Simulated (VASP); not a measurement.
HfC: energy against volume

HfC (rock salt, Fm-3m, 12.546 Å³/atom and stress up to 0.09 GPa in the relaxed cell, cube axes along x, y and z) under an equal strain ε along all three axes. PBE in VASP (plane waves, PAW), 600 eV, 16×16×16 Γ-centred mesh, Methfessel-Paxton smearing 0.10 eV; ions are relaxed, or left where forces stay under 0.02 eV/Å, within the symmetry of each cell.

Here V stands for volume and E for E less E0.

| volume (Å³/atom) | E less E0 (meV/atom) | pressure (GPa) |
|---|---|---|
| 11.8083 | 36.04 | 16.28 |
| 11.9900 | 20.00 | 11.79 |
| 12.1735 | 8.79 | 7.58 |
| 12.3589 | 2.19 | 3.62 |
| 12.5462 | 0.00 | -0.09 |
| 12.7353 | 2.03 | -3.57 |
| 12.9263 | 8.11 | -6.82 |
| 13.1192 | 18.03 | -9.87 |
| 13.3141 | 31.64 | -12.71 |
| 13.7095 | ? | ? |

Taking the third-order Birch-Murnaghan form, a cubic in V^(-2/3) for E over the 9 complete rows: With u = V^(-2/3) - 0.185, the rows have u = 0.007845, 0.005892, 0.003969, 0.002074, 0.000207, -0.001630, -0.003441, -0.005225, -0.006984. Least squares gives E = 0.024 - 232.33·u + 614899·u² - 9158·u³. Residuals (row less fit): 0.000, 0.000, 0.002, 0.003, -0.002, -0.006, 0.005, 0.004, -0.002; standard error 0.005 (degrees of freedom: 5). Its minimum lies at u = 0.000189, so V0 = (0.185189)^(-3/2) = 12.55. There d²E/du² = 1230000 and d³E/du³ = -54950, so B0 = (4/9) × 12.55^(-7/3) × 1230000 × 0.160218 = 239 GPa (the last factor turns the table's units into GPa), and B0' = 4 + (2/3) × 0.185189 × (-54950)/1230000 = 4.0. B0' rests on the cubic coefficient alone and has a standard error of 0.1 from these residuals.

### Question
Estimate the missing E (V = 13.7095); what did the run itself give?

### Answer
u = -0.010424, so E = 0.024 - 232.33 × (-0.010424) + 614899 × (-0.010424)² - 9158 × (-0.010424)³ = 69.271 meV/atom. The calculation gives 69.25 meV/atom, 0.021 meV/atom below the prediction (0.0 % of the range of E in the table). The row lies outside the fitted rows, so this is an extrapolation. The scatter of the fitted rows lies at the last printed digit.

In a metal these values are sensitive to mesh and smearing; energies are taken to zero smearing, stresses follow the free energy. Other structures, which can take over under pressure, weren't tried. The same form fitted to the pressure column gives B0' = 4.0; series where the two differ by over 0.4 aren't shown. Rows are the converged runs of the series near zero and its far end, less any whose ions stayed unrelaxed beside relaxed ones; series whose fitted rows scatter by over a few per cent of the range, as at a crossing or softening among them, aren't shown in this form.
